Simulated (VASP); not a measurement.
```yaml
crystal:
  lattice:
    - [0.00000, 2.99706, 2.99706]
    - [2.99706, 0.00000, 2.99706]
    - [2.99706, 2.99706, 0.00000]
  atoms:
    - { symbol: Pb, position: [0.00000, 0.00000, 0.00000] }
    - { symbol: F, position: [0.25000, 0.25000, 0.25000] }
    - { symbol: F, position: [0.75000, 0.75000, 0.75000] }
```

These are PBE GGA, VASP's PBE PAW potentials (set 64) (plane waves; VASP) values and carry that method's errors. Numerical set-up: 600 eV cut-off, 6×6×6 Γ-centred mesh, Gaussian smearing of 0.050 eV, potentials Pb_d F.

Each relaxation starts from this cell; other phases were not tried.

**Question.** The cell is relaxed at 5 GPa. What happens?

**Answer.** The volume per atom goes from 17.95 to 16.83 Å³ (-6.2 %), and the cell becomes a = 5.8666 Å, b = 5.8666 Å, c = 5.8666 Å, α = 90.00°, β = 90.00°, γ = 90.00°, space group Fm-3m. The gap on the mesh goes from 4.43 to 4.44 eV.

**Question.** The cell is relaxed at 10 GPa. What happens?

**Answer.** The volume per atom goes from 17.95 to 16.02 Å³ (-10.8 %), and the cell becomes a = 5.7710 Å, b = 5.7710 Å, c = 5.7710 Å, α = 90.00°, β = 90.00°, γ = 90.00°, space group Fm-3m. The gap on the mesh goes from 4.43 to 4.42 eV.

Failed runs are left out, and for metals the shear rows, which the mesh's noise covers.

The compound is PbF2 in the fluorite structure, the β form.
